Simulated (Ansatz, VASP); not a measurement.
**Cross-check of CoSi2 between VASP and Ansatz**

Aim: how closely do two programs agree when they are given the same cell, functional and k mesh? Other levels of theory on this material are compared in a session of their own.

Main program and level: Ansatz 0.2.0; plane waves, with VASP 6.6.1 beside it; single point at PBEsol.

## Step 1: Starting point

Symmetry: Fm-3m, No. 225, cubic system. The conventional cell has a = 5.365 Å, b = 5.365 Å, c = 5.365 Å, α = 90.00°, β = 90.00°, γ = 90.00°. Co has 8 Si at 2.32 Å nearest. Si has 4 Co at 2.32 Å nearest. Farther neighbours are not listed.

Structure file:

```xyz
3
Lattice="0.0000 2.6825 2.6825 2.6825 0.0000 2.6825 2.6825 2.6825 0.0000" Properties=species:S:1:pos:R:3 pbc="T T T"
Co    0.0000    0.0000    0.0000
Si    1.3413    1.3413    1.3413
Si    4.0237    4.0237    4.0237
```

## Step 2: VASP: single point, PBEsol

A single point gives forces, pressure and levels at one fixed geometry, so differences don't come from the geometry; what else differs is listed under the comparison.

Lines of VASP's logs that name or quote its potential files are left out, and so is its time.

Input file INCAR:

```
SYSTEM = CoSi2
PREC = Accurate
ENCUT = 400
EDIFF = 1E-05
NELM = 100
ISMEAR = 0
SIGMA = 0.05
LREAL = .FALSE.
ALGO = Normal
GGA = PS
NBANDS = 16
ISPIN = 2
MAGMOM = 0 0 0
LASPH = .TRUE.
LMAXMIX = 4
LORBIT = 11
LWAVE = .FALSE.
LCHARG = .FALSE.
KPAR = 4
```

Input file POSCAR:

```
CoSi2
1.0
    0.0000000000      2.6825000000      2.6825000000
    2.6825000000      0.0000000000      2.6825000000
    2.6825000000      2.6825000000      0.0000000000
Co Si
1 2
Direct
    0.0000000000      0.0000000000      0.0000000000
    0.2500000000      0.2500000000      0.2500000000
    0.7500000000      0.7500000000      0.7500000000
```

Input file KPOINTS:

```
Automatic mesh
0
Gamma
8 8 8
0 0 0
```

Potentials, in the order of the species: Co and Si (PBE family, release 64).

The run is started by

```console
$ mpirun -np 4 vasp_std
```

Numbers of over 12 decimals in the logs are rounded to 6 here.

Output:

```text
[banner, memory and clock lines left out]
running    4 mpi-ranks, on    1 nodes
 distrk:  each k-point on    1 cores,    4 groups
 distr:  one band on    1 cores,    1 groups

 POSCAR found type information on POSCAR CoSi
 POSCAR found :  2 types and       3 ions
|                                                                             |
|               ----> ADVICE to this user running VASP <----                  |
|                                                                             |
|     You enforced a specific xc type in the INCAR file but a different       |
|     [... a line on the potential file left out ...]
|     I HOPE YOU KNOW WHAT YOU ARE DOING!                                     |
|                                                                             |

 LDA part: xc-table for (Slater+PW92), standard interpolation
 POSCAR, INCAR and KPOINTS ok, starting setup
 FFT: planning ... GRIDC
 FFT: planning ... GRID_SOFT
 FFT: planning ... GRID
 WAVECAR not read
 entering main loop
       N       E                     dE             d eps       ncg     rms          rms(c)
DAV:   1     0.478459769384E+02    0.47846E+02   -0.56392E+03  1880   0.814E+02
DAV:   2    -0.202550511813E+02   -0.68101E+02   -0.60432E+02  2144   0.178E+02
DAV:   3    -0.225673551240E+02   -0.23123E+01   -0.22770E+01  2368   0.370E+01
DAV:   4    -0.226070156692E+02   -0.39661E-01   -0.39630E-01  2248   0.481E+00
DAV:   5    -0.226083238462E+02   -0.13082E-02   -0.13082E-02  2336   0.887E-01    0.152E+01
DAV:   6    -0.267654127107E+02   -0.41571E+01   -0.27389E+01  2048   0.109E+02    0.189E+01
DAV:   7    -0.210083521974E+02    0.57571E+01   -0.12075E+01  2336   0.841E+01    0.320E+00
DAV:   8    -0.210062794047E+02    0.20728E-02   -0.89835E-01  2280   0.675E+00    0.205E+00
DAV:   9    -0.209649296867E+02    0.41350E-01   -0.10760E-01  2160   0.589E+00    0.516E-01
DAV:  10    -0.209644280155E+02    0.50167E-03   -0.65200E-03  2640   0.127E+00    0.133E-01
DAV:  11    -0.209643044933E+02    0.12352E-03   -0.68576E-04  2600   0.446E-01    0.417E-02
DAV:  12    -0.209643176128E+02   -0.13119E-04   -0.37015E-05  2104   0.429E-02    0.159E-02
DAV:  13    -0.209643158426E+02    0.17702E-05   -0.21520E-06  1120   0.247E-02
   1 F= -.20964316E+02 E0= -.20963387E+02  d E =-.185722E-02  mag=    -0.0000
```

Parts of OUTCAR (step 2):

```text
ion  position               nearest neighbor table
   1  0.000  0.000  0.000-   3 2.32   3 2.32   3 2.32   2 2.32   3 2.32   2 2.32   2 2.32   2 2.32

  LATTYP: Found a face centered cubic cell.
 ALAT       =     5.3650000000

 Subroutine GETGRP returns: Found 48 space group operations
 (whereof 48 operations were pure point group operations)

The static configuration has the point symmetry O_h .

 Found     29 irreducible k-points:

   k-points           NKPTS =     29   k-points in BZ     NKDIM =     29   number of bands    NBANDS=     16

   dimension x,y,z NGX =    28 NGY =   28 NGZ =   28
   dimension x,y,z NGXF=    56 NGYF=   56 NGZF=   56

   ENCUT  =  400.0 eV  29.40 Ry    5.42 a.u.   6.19  6.19  6.19*2*pi/ulx,y,z

   NELECT =      17.0000    total number of electrons

 k-points in reciprocal lattice and weights: Automatic mesh
   0.00000000  0.00000000  0.00000000       0.002
   0.12500000  0.00000000  0.00000000       0.016
   0.25000000  0.00000000  0.00000000       0.016
   0.37500000  0.00000000  0.00000000       0.016
   0.50000000  0.00000000  0.00000000       0.008
   0.12500000  0.12500000  0.00000000       0.012
   0.25000000  0.12500000  0.00000000       0.047
   0.37500000  0.12500000  0.00000000       0.047
   0.50000000  0.12500000  0.00000000       0.047
[...]
-0.37500000  0.50000000  0.12500000       0.023
  -0.25000000  0.50000000  0.25000000       0.012

 average (electrostatic) potential at core
       1 -78.1155       2 -79.2841       3 -79.2841

 E-fermi :   9.9099

 spin component 1
 k-point     1 :       0.0000    0.0000    0.0000
  band No.  band energies     occupation
    ...
      2       5.8765      1.00000
      3       5.8765      1.00000
      4       5.8765      1.00000
      5       8.0539      1.00000
      6       8.0539      1.00000
      7      10.6670      0.00000
      8      13.3439      0.00000
      9      13.3439      0.00000
     10      13.3439      0.00000
     11      13.3554      0.00000
    ...

 k-point     2 :       0.1250    0.0000    0.0000
  band No.  band energies     occupation
    ...
      2       5.3098      1.00000
      3       5.9586      1.00000
      4       5.9586      1.00000
      5       7.9880      1.00000
      6       7.9880      1.00000
      7      10.5830      0.00000
      8      11.6054      0.00000
      9      12.2387      0.00000
     10      12.2387      0.00000
     11      14.3511      0.00000
    ...

 k-point     3 :       0.2500    0.0000    0.0000
  band No.  band energies     occupation
    ...
      3       6.1551      1.00000
      4       6.1551      1.00000
      5       7.9092      1.00000
      6       7.9092      1.00000
      7       9.0691      1.00000
      8      11.1273      0.00000
      9      11.1273      0.00000
     10      12.1628      0.00000
     11      13.8384      0.00000
     12      13.8384      0.00000
    ...

 k-point     4 :       0.3750    0.0000    0.0000
  band No.  band energies     occupation
    ...
      3       6.3216      1.00000
      4       6.3216      1.00000
      5       8.0610      1.00000
      6       8.0610      1.00000
      7       8.0749      1.00000
      8      10.0588      0.00001
      9      10.0588      0.00001
     10      12.5484      0.00000
     11      13.4540      0.00000
     12      13.4540      0.00000
    ...

 k-point     5 :       0.5000    0.0000    0.0000
  band No.  band energies     occupation
    ...
      5       7.7603      1.00000
      6       8.3240      1.00000
      7       8.3240      1.00000
      8       9.4688      1.00000
      9       9.4688      1.00000
     10      12.5650      0.00000
     11      13.3434      0.00000
     12      13.3434      0.00000
     13      14.2435      0.00000
     14      20.2594      0.00000
    ...

 k-point     6 :       0.1250    0.1250    0.0000
  band No.  band energies     occupation
    ...
      2       5.3639      1.00000
      3       5.8914      1.00000
      4       5.8914      1.00000
      5       7.7494      1.00000
      6       8.1333      1.00000
      7      10.9869      0.00000
      8      11.2601      0.00000
      9      11.2601      0.00000
     10      12.1318      0.00000
     11      13.9548      0.00000
    ...

  Total       -1.2874620     -1.2874620     -1.2874620     -0.0000000     -0.0000000      0.0000000
  in kB      -53.4313084    -53.4313084    -53.4313084     -0.0000000     -0.0000000      0.0000000
  external PRESSURE =     -53.4313084 kB  Pullay stress =       0.0000000 kB

  energy-cutoff  :      400.00
  volume of cell :       38.61
      direct lattice vectors                 reciprocal lattice vectors
     0.000000000  2.682500000  2.682500000    -0.186393290  0.186393290  0.186393290
     2.682500000  0.000000000  2.682500000     0.186393290 -0.186393290  0.186393290
     2.682500000  2.682500000  0.000000000     0.186393290  0.186393290 -0.186393290

 POSITION                                       TOTAL-FORCE (eV/Angst)
 -----------------------------------------------------------------------------------
      0.00000      0.00000      0.00000        -0.000000     -0.000000     -0.000000
      1.34125      1.34125      1.34125        -0.000000     -0.000000     -0.000000
      4.02375      4.02375      4.02375         0.000000      0.000000      0.000000
 -----------------------------------------------------------------------------------
    total drift:                               -0.000000     -0.000000      0.000000

  FREE ENERGIE OF THE ION-ELECTRON SYSTEM (eV)
  ---------------------------------------------------
  free  energy   TOTEN  =       -20.9643158426 eV

  energy  without entropy=      -20.9624586272  energy(sigma->0) =      -20.96338723

 total charge
# of ion       s       p       d       tot
------------------------------------------
    1        0.541   0.714   7.596   8.852
    2        0.717   0.866   0.000   1.583
    3        0.717   0.866   0.000   1.583
--------------------------------------------------
tot          1.976   2.446   7.596  12.019

 magnetization (x)
# of ion       s       p       d       tot
------------------------------------------
    1        0.000  -0.000   0.000   0.000
    2        0.000   0.000   0.000   0.000
    3        0.000   0.000   0.000   0.000
--------------------------------------------------
tot          0.000   0.000   0.000   0.000

[... 1 further part left out ...]
```

The run ends at a pressure of -5.34 GPa.

## Step 3: Ansatz: single point, PBEsol

Ansatz runs on its default PAW (the set named soft_2) files.

The same cell, functional, mesh and smearing now go to Ansatz, which takes its cutoff from its data sets.

Input file input.yaml:

```yaml
crystal:
  lattice:
    - [0.0, 2.6825, 2.6825]
    - [2.6825, 0.0, 2.6825]
    - [2.6825, 2.6825, 0.0]
  atoms:
    - { symbol: Co, position: [0.0, 0.0, 0.0] }
    - { symbol: Si, position: [0.25, 0.25, 0.25] }
    - { symbol: Si, position: [0.75, 0.75, 0.75] }
hamiltonian:
  xc: pbesol
  pseudopotentials: { kind: paw }
magnetization:
  spin_polarized: true
kpoints:
  mp_grid: { grid: [8, 8, 8] }
scf:
  occupations: { method: gaussian, width: 0.05 }
  n_extra_bands: 6
output:
  forces: true
  stress: true
  eigenvalues: true
```

The run is started by

```console
$ ansatz run input.yaml --threads 2 --pin off --max-ram 4608MiB --backend cpu --events-out ev --progress --plain --runs-dir out
```

Output:

```text
scf.n_extra_bands = 6 over 13 filled bands (N_el = 25.0): the run solves 19 bands
Engine: ansatz 0.2.0, aarch64-unknown-linux-gnu
Pseudopotentials: kind: paw
Pseudopotential: Co, paw, valence charge 17, recommended cutoff 420 eV (normal), Co.paw.azcp
Pseudopotential: Si, paw, valence charge 4, recommended cutoff 420 eV (normal), Si.paw.azcp
Functional definition: PBEsol
  exchange = pbesol_x
  correlation = pbesol_c
Crystal: 3 atoms, lattice volume = 38.606 Å³
Basis set: ecut = 420 eV, 749 PW (Γ), exchange–correlation on 54×54×54 points (8 copies of the dense FFT grid, shifted against one another)
Bands: 19, of which v1, the nominal top of the filled ones, is band 13 counted from 1 (12 counted from 0)
Symmetry: 48 space group operations
Space group: Fm-3m (ITA 225), of the structure as read, at distance tolerance 3.4e-5 Å
k-points: 29 of 512
Non-local potential: Co, projectors of the file, l = 0: 3, l = 1: 2, l = 2: 3, l = 3: 1
Non-local potential: Si, projectors of the file, l = 0: 2, l = 1: 2, l = 2: 2
PAW form: soft (Blöchl's): semilocal exchange-correlation on the pseudo side does not see the compensation charge
PAW frozen core: Co, regenerated for the run's functional, and the local potential with it (the file was generated under x = pbe(κ = 0.804, μ = 0.219515), c = pbe(β = 0.066725))
PAW frozen core: Si, regenerated for the run's functional, and the local potential with it (the file was generated under x = pbe(κ = 0.804, μ = 0.219515), c = pbe(β = 0.066725))
PAW one-centre angular grid: Co, 590 points (default); XC on 64 Gauss nodes
PAW one-centre angular grid: Si, 110 points (default); XC on 64 Gauss nodes
Initial density: superposition of atomic densities (chi_scale 0.1, normalization cell, long waves kept (reshape's long-wave potential 0.00 eV rms))
Initial wavefunctions: pseudopotential atomic-orbital guess
Functional: x = pbesol(κ = 0.804, μ = 0.123457), c = pbesol(β = 0.046)
SCF iter   1: F=—  HF=-6339.022204 eV  |F-HF|=—  |Δ(HF+E_count)|=         —  Δρ=6.53e-2 (↑6.53e-2 ↓6.53e-2)  dr2=7.91e0  dr2_m=0.00e0  M=0.000 μB ∫|m|=0.000 μB  β_m=0.30  ethr=3.10e-3  ⟨swp⟩=5.7  Hψ=2762  notcnv=0
preconditioner: auto → Kerker (q_TF=auto, 2.538 Å⁻¹)  [metal: Δε(μ)=0.040 eV  Ē_g=10.093 eV  σ=0.050 eV  W_gap=0.43  n_scr=14 (ndim 8)  ℏωp=24.6 eV  f_vac=0.000  D(μ)=0.80/eV (n_scr^D=0)]
spin=Collinear: Kerker preconditioning applied to the charge; magnetization (m = ρ↑ − ρ↓) channel mixes plain (no charge-response kernel on spin).
SCF iter   2: F=—  HF=-6338.281701 eV  |F-HF|=—  |Δ(HF+E_count)|=   7.41e-1  Δρ=4.38e-2 (↑4.38e-2 ↓4.38e-2)  dr2=1.51e0  dr2_m=0.00e0  M=0.000 μB ∫|m|=0.000 μB  β_m=0.28  ethr=3.10e-3  ⟨swp⟩=3.2  Hψ=1276  notcnv=0  defer=52
SCF iter   3: F=—  HF=-6338.048825 eV  |F-HF|=—  |Δ(HF+E_count)|=   2.33e-1  Δρ=2.01e-2 (↑2.01e-2 ↓2.01e-2)  dr2=1.01e0  dr2_m=0.00e0  M=0.000 μB ∫|m|=0.000 μB  β_m=0.48  ethr=3.10e-3  ⟨swp⟩=2.3  Hψ=1057  notcnv=0  defer=55
SCF iter   4: F=—  HF=-6336.339523 eV  |F-HF|=—  |Δ(HF+E_count)|=    1.71e0  Δρ=8.33e-2 (↑5.11e-2 ↓8.33e-2)  dr2=3.20e-1  dr2_m=1.56e0  M=1.638 μB ∫|m|=1.638 μB  ethr=3.10e-3  ⟨swp⟩=2.8  Hψ=874  notcnv=0  defer=55
Mixer restart at iter 4: flushing history
SCF iter   5: F=—  HF=-6337.554248 eV  |F-HF|=—  |Δ(HF+E_count)|=         —  Δρ=5.95e-2 (↑5.95e-2 ↓3.48e-2)  dr2=2.27e-1  dr2_m=7.47e-1  M=0.304 μB ∫|m|=0.319 μB  β_m=0.48  ethr=1.28e-3  ⟨swp⟩=3.5  Hψ=2786  notcnv=0  defer=86
SCF iter   6: F=—  HF=-6337.672836 eV  |F-HF|=—  |Δ(HF+E_count)|=   1.19e-1  Δρ=4.73e-2 (↑1.90e-2 ↓4.73e-2)  dr2=3.74e-1  dr2_m=3.70e-1  M=0.149 μB ∫|m|=0.169 μB  β_m=0.72  ethr=9.08e-4  ⟨swp⟩=2.2  Hψ=1992  notcnv=0  defer=94
SCF iter   7: F=—  HF=-6337.904586 eV  |F-HF|=—  |Δ(HF+E_count)|=   2.32e-1  Δρ=5.78e-2 (↑5.78e-2 ↓3.70e-2)  dr2=2.18e0  dr2_m=4.29e-2  M=0.152 μB ∫|m|=0.160 μB  β_m=0.52  ethr=9.08e-4  ⟨swp⟩=2.7  Hψ=2376  notcnv=0  defer=105  recentre
SCF iter   8: F=—  HF=-6337.697559 eV  |F-HF|=—  |Δ(HF+E_count)|=   2.07e-1  Δρ=1.31e-2 (↑7.41e-3 ↓1.31e-2)  dr2=2.32e-2  dr2_m=3.60e-2  M=0.054 μB ∫|m|=0.063 μB  β_m=0.78  ethr=9.08e-4  ⟨swp⟩=2.1  Hψ=2340  notcnv=0  defer=107
SCF iter   9: F=—  HF=-6337.700461 eV  |F-HF|=—  |Δ(HF+E_count)|=   2.90e-3  Δρ=2.48e-3 (↑4.79e-4 ↓2.48e-3)  dr2=2.26e-3  dr2_m=5.71e-4  M=0.009 μB ∫|m|=0.010 μB  β_m=0.76  ethr=9.30e-5  ⟨swp⟩=1.5  Hψ=1383  notcnv=0  defer=110
Mixer restart at iter 9: flushing history
SCF iter  10: F=—  HF=-6337.700416 eV  |F-HF|=—  |Δ(HF+E_count)|=         —  Δρ=3.27e-4 (↑3.27e-4 ↓3.27e-4)  dr2=1.44e-4  dr2_m=0.00e0  M=0.000 μB ∫|m|=0.000 μB  β_m=0.76  ethr=9.02e-6  ⟨swp⟩=4.2  Hψ=1777  notcnv=0  defer=42
SCF iter  11: F=—  HF=-6337.700448 eV  |F-HF|=—  |Δ(HF+E_count)|=   3.18e-5  Δρ=6.26e-4 (↑6.26e-4 ↓6.26e-4)  dr2=4.23e-4  dr2_m=0.00e0  M=0.000 μB ∫|m|=0.000 μB  β_m=0.76  ethr=5.77e-7  ⟨swp⟩=2.2  Hψ=963  notcnv=0  defer=42
SCF iter  12: F=—  HF=-6337.700425 eV  |F-HF|=—  |Δ(HF+E_count)|=   2.29e-5  Δρ=3.59e-4 (↑3.59e-4 ↓3.59e-4)  dr2=1.38e-4  dr2_m=0.00e0  M=0.000 μB ∫|m|=0.000 μB  β_m=0.68  ethr=5.77e-7  ⟨swp⟩=2.8  Hψ=825  notcnv=0  defer=42
SCF iter  13: F=—  HF=-6337.700415 eV  |F-HF|=—  |Δ(HF+E_count)|=   9.78e-6  Δρ=4.41e-5 (↑4.41e-5 ↓4.41e-5)  dr2=4.56e-6  dr2_m=0.00e0  M=0.000 μB ∫|m|=0.000 μB  β_m=0.80  ethr=5.52e-7  ⟨swp⟩=1.3  Hψ=534  notcnv=0  defer=42
SCF iter  14: F=—  HF=-6337.700418 eV  |F-HF|=—  |Δ(HF+E_count)|=   2.65e-6  Δρ=1.86e-5 (↑1.86e-5 ↓1.86e-5)  dr2=6.40e-7  dr2_m=0.00e0  M=0.000 μB ∫|m|=0.000 μB  β_m=0.84  ethr=1.82e-8  ⟨swp⟩=2.0  Hψ=697  notcnv=0  defer=42
SCF iter  15: F=—  HF=-6337.700418 eV  |F-HF|=—  |Δ(HF+E_count)|=   1.05e-7  Δρ=9.62e-6 (↑9.62e-6 ↓9.62e-6)  dr2=1.04e-7  dr2_m=0.00e0  M=0.000 μB ∫|m|=0.000 μB  β_m=0.92  ethr=2.56e-9  ⟨swp⟩=2.1  Hψ=574  notcnv=0  defer=42
SCF iter  16: F=-6337.700418 eV  HF=-6337.700418 eV  |F-HF|=2.09e-10  |Δ(HF+E_count)|=   3.68e-9  Δρ=5.30e-7 (↑5.30e-7 ↓5.30e-7)  dr2=4.31e-10  dr2_m=0.00e0  M=0.000 μB ∫|m|=0.000 μB  ethr=4.00e-10  ⟨swp⟩=7.9  Hψ=2141  notcnv=0
SCF 1 converged in 16 iterations: F = -6337.700418 eV  dr2 = 4.31e-10
  greatest PAW one-centre occupation: 1.000 electrons in one spin orbital (limit 2), on the Co atom at site 0 (counted from 0), in its partial waves of l = 1
SCF converged after 16 iterations
Magnetization: 0.0000 μB (12.5000 up, 12.5000 down)
Absolute magnetization: 0.0000 μB (∫|ρ↑−ρ↓|)
Spin contamination: 0.0000 ħ² per cell (⟨S²⟩ above its minimum at these occupations)
Per-site moments (μB) at R_I (Å): [(0.0, 0.958284), (0.0, 0.958284), (0.0, 0.958284)]
Free energy (F): -6337.700418 eV
Harris-Foulkes:  -6337.700418 eV  (|F-HF|=2.09e-10)
Internal energy: -6337.698557 eV  (E = F + TS)
E sigma→0 (E₀):  -6337.699488 eV
Entropy (-TS):   -0.001861 eV (-0.620 meV/atom)
Fermi energy:    12.673914 eV
--- Per-component energies (eV) ---
  E_band       = -286.721536
  E_kinetic    = 547.258159
  E_local      = -4103.519503  (includes V_loc(G=0)·N_el)
  E_nonlocal   = 503.389932
  E_hartree    = 1782.931238
  E_xc         = -271.892074
  E_vxc        = -304.663701  (∫ρ·V_xc dr)
  E_paw        = -2481.520906  (= ΣΔE_a)
  E_vpaw       = -495.047694  (= ΣTr[D̂ρ^β])
  E_aug_tail   = 0.000141  (compensation charges beyond the density's cutoff)
  E_ewald      = -2314.597084
  E_core_change = 0.251541  (= ΣΔE_core)
  E_smearing   = -0.001861  (= −TS)
  E_closure    = -0.000000  (closes the sum)
  Σ components = -6337.700418   (vs F -6337.700418, Δ=0.00e0)
--- Forces (eV/Å), atoms counted from 1 ---
  atom   1  Co    -0.00000000     0.00000000    -0.00000000
  atom   2  Si    -0.00000000     0.00000000    -0.00000000
  atom   3  Si    -0.00000000     0.00000000    -0.00000000
  max |Σ_I F_I| component: 5.55e-17 eV/Å
--- Stress (GPa, compression-positive) ---
       -5.429900       0.000000      -0.000000
       -0.000000      -5.429900       0.000000
       -0.000000       0.000000      -5.429900
  P = ⅓ Tr σ = -5.4299 GPa (-54.299 kbar)
--- Band table (eV; the first three rows and the last of 58) ---
  k-point 0 ↑: bands = [... 9 lower, 10.8230, 13.4209, 16.1032, 16.1032, 16.1032, 16.1327, 16.1327, 16.1327, ... 2 higher]
  k-point 1 ↑: bands = [... 9 lower, 10.7565, 13.3528, 14.3591, 15.0061, 15.0061, 17.1189, 17.1189, 17.9102, ... 2 higher]
  k-point 2 ↑: bands = [... 9 lower, 10.6769, 11.8372, 13.8913, 13.8913, 14.9207, 16.6175, 16.6175, 17.2455, ... 2 higher]
  k-point 28 ↓: bands = [... 9 lower, 10.4123, 10.7568, 11.2740, 12.0472, 16.3287, 16.3287, 18.4566, 19.2736, ... 2 higher]
```

It took 2 s on 2 threads of Arm Neoverse V1, shared host; peak memory 0.32 GiB; 3.6 s of CPU time.

The run ends at a pressure of -5.43 GPa.

## Step 4: Comparison

Known differences besides the potentials themselves: the data sets hold 25 valence electrons in Ansatz (default PAW (the set named soft_2) files) and 17 in VASP; the cutoff is 420 eV in Ansatz and 400 eV in VASP; Ansatz makes its cores anew for this functional, VASP keeps those of its PBE data sets. Total energies have different zeros and are not compared.

Compared:

| quantity | Ansatz | VASP | difference |
| --- | --- | --- | --- |
| pressure (GPa) | -5.43 | -5.34 | -0.09 |
| pressure without Ansatz's Pulay correction (GPa) | -5.51 | -5.34 | -0.17 |

Ansatz's pressure holds a Pulay correction of 0.08 GPa; VASP's holds none.

## Step 5: Summary of results

* difference in pressure (single point, PBEsol): -0.087 GPa

What this shows: The difference in pressure is -0.087 GPa (single point, PBEsol), within the 1 GPa picked in this series as the mark of a large difference. 5 further runs of this series are not shown here. How closely two codes agree says nothing of how well the functional describes the real material.

[Lines on the potential files, build, host, timing and source positions are cut from VASP's logs without a mark.]

[Logs are printed without paths, hosts, clocks, repeated set-up lines and the standing remarks that a program may print on its own settings, such as how far it seeks lower states.]

[Hosts, paths, dates, database ids (printed as entryN), source tags and the programs' standing remarks are cut or masked in the printed files.]
